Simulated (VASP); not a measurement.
OSZICAR of a VASP run on Ge$_{4}$Si$_{4}$ (ordered alloy cell):

**OSZICAR**
```
       N       E                     dE             d eps       ncg     rms          rms(c)
DAV:   1     0.648015834024E+03    0.64802E+03   -0.29652E+04  2250   0.317E+03
DAV:   2     0.774212051472E+02   -0.57059E+03   -0.55770E+03  1892   0.801E+02
DAV:   3    -0.365497597842E+02   -0.11397E+03   -0.11215E+03  2174   0.202E+02
DAV:   4    -0.431335229219E+02   -0.65838E+01   -0.65484E+01  2309   0.584E+01
DAV:   5    -0.432938417077E+02   -0.16032E+00   -0.16014E+00  2261   0.969E+00    0.832E+00
DAV:   6    -0.427903119593E+02    0.50353E+00   -0.26420E-01  2498   0.399E+00    0.487E+00
DAV:   7    -0.425435921007E+02    0.24672E+00   -0.46219E-01  2053   0.554E+00    0.375E-01
DAV:   8    -0.425476931462E+02   -0.41010E-02   -0.48013E-02  2426   0.607E+00    0.231E-01
DAV:   9    -0.425487027867E+02   -0.10096E-02   -0.62908E-03  3013   0.157E+00    0.113E-01
DAV:  10    -0.425489340168E+02   -0.23123E-03   -0.11166E-03  2554   0.319E-01    0.706E-02
DAV:  11    -0.425490605661E+02   -0.12655E-03   -0.30336E-04  2136   0.274E-01    0.130E-02
DAV:  12    -0.425490555494E+02    0.50168E-05   -0.38951E-05  2424   0.400E-01    0.789E-03
DAV:  13    -0.425490563820E+02   -0.83262E-06   -0.87145E-06  2448   0.151E-01
   1 F= -.42549056E+02 E0= -.42549056E+02  d E =-.425491E+02
       N       E                     dE             d eps       ncg     rms          rms(c)
DAV:   1    -0.425569519834E+02   -0.78964E-02   -0.13533E-01  2294   0.272E+00    0.485E-01
DAV:   2    -0.425526738163E+02    0.42782E-02   -0.14140E-02  2285   0.184E+00    0.295E-01
DAV:   3    -0.425499767209E+02    0.26971E-02   -0.60075E-03  2693   0.933E-01    0.481E-02
DAV:   4    -0.425501693706E+02   -0.19265E-03   -0.23371E-03  2064   0.540E-01    0.269E-02
DAV:   5    -0.425501584910E+02    0.10880E-04   -0.17051E-04  2392   0.352E-01    0.144E-02
DAV:   6    -0.425501566741E+02    0.18168E-05   -0.41041E-05  2288   0.214E-01    0.340E-03
DAV:   7    -0.425501587030E+02   -0.20289E-05   -0.21404E-05  2077   0.466E-02    0.358E-03
DAV:   8    -0.425501586117E+02    0.91308E-07   -0.84007E-07  1135   0.181E-02
   2 F= -.42550159E+02 E0= -.42550159E+02  d E =-.110223E-02
       N       E                     dE             d eps       ncg     rms          rms(c)
DAV:   1    -0.425507299175E+02   -0.57121E-03   -0.11500E-02  2264   0.791E-01    0.142E-01
DAV:   2    -0.425503635592E+02    0.36636E-03   -0.12166E-03  2282   0.555E-01    0.863E-02
DAV:   3    -0.425501339320E+02    0.22963E-03   -0.51832E-04  2578   0.298E-01    0.142E-02
DAV:   4    -0.425501496798E+02   -0.15748E-04   -0.18907E-04  2085   0.185E-01    0.783E-03
DAV:   5    -0.425501503019E+02   -0.62218E-06   -0.26374E-05  2325   0.127E-01    0.478E-03
DAV:   6    -0.425501501076E+02    0.19435E-06   -0.44617E-06  1858   0.748E-02
   3 F= -.42550150E+02 E0= -.42550150E+02  d E =-.109373E-02
       N       E                     dE             d eps       ncg     rms          rms(c)
DAV:   1    -0.425502862902E+02   -0.13599E-03   -0.22513E-03  2269   0.352E-01    0.628E-02
DAV:   2    -0.425502160658E+02    0.70224E-04   -0.23969E-04  2262   0.241E-01    0.382E-02
DAV:   3    -0.425501700454E+02    0.46020E-04   -0.99130E-05  2681   0.119E-01    0.610E-03
DAV:   4    -0.425501729380E+02   -0.28926E-05   -0.38995E-05  2044   0.699E-02    0.343E-03
DAV:   5    -0.425501725739E+02    0.36415E-06   -0.26360E-06  1593   0.471E-02
   4 F= -.42550173E+02 E0= -.42550173E+02  d E =-.111619E-02
       N       E                     dE             d eps       ncg     rms          rms(c)
DAV:   1    -0.425505009714E+02   -0.32803E-03   -0.11802E-01  2278   0.204E+00    0.106E-01
DAV:   2    -0.425504797832E+02    0.21188E-04   -0.24335E-03  2644   0.460E-01    0.610E-02
DAV:   3    -0.425503885388E+02    0.91244E-04   -0.26508E-04  2482   0.267E-01    0.128E-02
DAV:   4    -0.425503937618E+02   -0.52229E-05   -0.87956E-05  2264   0.215E-01    0.801E-03
DAV:   5    -0.425503946500E+02   -0.88821E-06   -0.16500E-05  2236   0.731E-02    0.473E-03
DAV:   6    -0.425503950327E+02   -0.38276E-06   -0.41220E-06  1604   0.534E-02
   5 F= -.42550395E+02 E0= -.42550395E+02  d E =-.222459E-03
```

Problem. Which electronic solver shows in the log?

Solution. It is blocked Davidson (ALGO = Normal, or the opening steps of other solvers). The INCAR had ALGO = Normal.

Problem. Can the final energy be trusted as converged?

Solution. The calculation finished and met its thresholds. It stopped with EDIFF = 1E-6, NELM = 100, NSW = 60 and EDIFFG = -0.02 after 5 ionic steps (PBEsol GGA, plane waves, VASP's PBE PAW potentials (set 64)).

The structure was generated: Ge4Si4 was put into an ordered model structure (R-3m), which need not be its known phase. This run relaxes it. Symmetry was kept, so distortions that lower it aren't found. The start is the result of an earlier pass.
